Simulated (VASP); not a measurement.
Here is the system:

```
CELL_PARAMETERS angstrom
      4.67092     0.00000     0.00000
      0.00000     4.67092     0.00000
      0.00000     0.00000     4.67092
ATOMIC_POSITIONS crystal
  Cs 0.00000 0.00000 0.00000
  I  0.50000 0.50000 0.50000
```

Level of theory: B3LYP hybrid, VASP's PBE PAW potentials (set 64) (plane waves; VASP 6.6.1). Settings: 520 eV cut-off, 4×4×4 Γ-centred mesh, Gaussian smearing of 0.050 eV, potentials Cs_sv I.

Unless said otherwise, spin-orbit coupling is left out, though it shifts the bands of the heavy elements here.

Predict the energy per atom (σ→0), band gap (over the mesh, the named points and PBE's band edges) with the smallest direct gap where there is one.

The band gap (over the mesh, the named points and PBE's band edges) is 5.05 eV, the smallest direct gap (over the mesh, the named points and PBE's band edges) is 5.15 eV and the energy per atom (σ→0) is -3.049 eV/atom.

The compound is CsI in the CsCl type structure. It was relaxed first, which changed the volume by +7 %.
